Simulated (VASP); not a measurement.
A VASP calculation is set up with these files.

**POSCAR**
```
Cu
1
    0.0000000000     1.8066020000     1.8066020000
    1.8066020000     0.0000000000     1.8066020000
    1.8066020000     1.8066020000     0.0000000000
Cu
1
Direct
  0.0000000000   0.0000000000   0.0000000000
```

**KPOINTS**
```
Automatic mesh
0
Gamma
16 16 16
0 0 0
```

### INCAR
```
! general
SYSTEM  = Cu
PREC    = Accurate
ENCUT   = 300
LREAL   = .FALSE.
LASPH   = .TRUE.   ! aspherical one-centre terms

! electronic loop
EDIFF   = 1E-6
NELM    = 100   ! most electronic steps
ALGO    = Normal
LMAXMIX = 4

! smearing
ISMEAR  = -1   ! Fermi-Dirac
SIGMA   = 0.136   ! width (eV)

! functional
GGA     = PS   ! PBEsol

! ions
ISIF    = 2   ! forces and stress, cell fixed

! output
LWAVE   = .FALSE.
LCHARG  = .FALSE.
```

POTCAR, in this order: Cu (PBE.64 set). Program: vasp_std.

**Question.** Write an equivalent input for Ansatz.

**Answer.** One equivalent input (not run):
Ansatz 0.2 input:
```yaml
crystal:
  lattice:
    - [0.0000000, 1.8066020, 1.8066020]
    - [1.8066020, 0.0000000, 1.8066020]
    - [1.8066020, 1.8066020, 0.0000000]
  atoms:
    - { symbol: Cu, position: [0.0000000, 0.0000000, 0.0000000] }
kpoints:
  mp_grid: { grid: [16, 16, 16] }
hamiltonian:
  xc: pbesol
  pseudopotentials: { kind: paw }
scf:
  occupations: { method: fermi_dirac, width: 0.136 }
  max_iter: 100
output: { forces: true, stress: true, eigenvalues: true }
```
Limits of the translation: each code has its own PAW files, so the cut-off isn't converted (ENCUT is set for VASP's; basis.ecutwfc is left out, and Ansatz then takes the one that its files recommend); Ansatz stops its SCF on the density residual and VASP on the energy change (EDIFF).

The structure comes from a computed database's Cu entry; how it stands against other phases isn't given here. The cell was not relaxed at this level. The run is one of a series of settings (GGA = PS against the base run), some of them coarse on purpose.
